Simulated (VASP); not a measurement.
Input of a VASP 6.6.1 run:

INCAR

```
PREC = Normal
ENCUT = 520
EDIFF = 1E-4
ISMEAR = 0
SIGMA = 0.15
LREAL = False
LASPH = True
NELM = 60
ALGO = Fast
ISIF = 3
LWAVE = False
LCHARG = False
GGA = PE
IBRION = 2
NSW = 24
EDIFFG = -0.08
KPAR = 2
```

Contents of KPOINTS:

```
regular mesh
0
Gamma
  4 4 2
```

File POSCAR:

```
Mg3CdSe2O2
1.0
    3.9000000000      0.0000000000      0.0000000000
    0.0000000000      3.9000000000      0.0000000000
    0.0000000000      0.0000000000      9.3500000000
Mg Cd Se O
3 1 2 2
Direct
    0.5000000000      0.0000000000      0.1480000000
    0.0000000000      0.5000000000      0.8520000000
    0.5000000000      0.5000000000      0.5000000000
    0.0000000000      0.0000000000      0.5000000000
    0.5000000000      0.0000000000      0.6600000000
    0.0000000000      0.5000000000      0.3400000000
    0.0000000000      0.0000000000      0.0000000000
    0.5000000000      0.5000000000      0.0000000000
```

Potentials or basis: VASP PAW PBE potentials, release 64 (Mg, Cd, Se, O).

The run is started by

```bash
$ cat potpaw_PBE.64/Mg/POTCAR potpaw_PBE.64/Cd/POTCAR potpaw_PBE.64/Se/POTCAR potpaw_PBE.64/O/POTCAR > POTCAR
$ mpirun -np 2 vasp_std > vasp.out
```

Estimate the band gap on the k mesh.

1.01 eV, direct.

Estimate the relaxed volume.

22.28 Å³/atom.

What does it give for the relaxed cell?

a = 4.145 Å, b = 4.145 Å, c = 10.375 Å, α = 90.00°, β = 90.00°, γ = 90.00°.

Estimate the space group after relaxing (to 0.05 Å).

P-4m2 (No. 115).

Step by step:
```tsv
step	energy change (eV)	largest force (eV/Å)	pressure (GPa)	volume (Å³)
1	0.0000	4.5529	8.76	142.21
2	-2.9682	4.0488	-5.60	162.93
3	-3.2896	3.6178	-10.39	177.99
4	-5.6489	2.2660	-8.33	163.93
5	-6.5421	2.2145	-3.69	149.61
6	-7.1584	0.7019	3.69	140.10
7	-7.1620	0.5702	4.29	139.35
8	-7.4595	0.6157	2.43	146.59
9	-7.7441	0.6212	-0.30	161.06
10	-7.7934	0.5887	-0.97	167.54
11	-7.8138	0.5423	-1.56	174.40
12	-7.8471	0.4645	2.29	171.58
13	-7.8707	0.3768	0.80	172.70
14	-7.9103	0.2324	0.09	176.16
15	-7.9158	0.1751	0.06	177.62
16	-7.9073	0.3138	-0.71	180.53
17	-7.9161	0.1652	-0.31	178.44
18	-7.9334	0.0547	-0.09	178.23
19	-7.9352	0.1415	0.02	178.14
20	-7.9390	0.0599	-0.56	178.24
21	-7.9390	0.0492	-0.52	178.24
```

Caveat: the volume moved by over 15 % at a fixed basis, so the end points are rough; the relaxation stopped at a loose force limit of 0.08 eV/Å, so its end isn't a converged minimum. As with any semilocal functional, this PBE gap is likely too small.
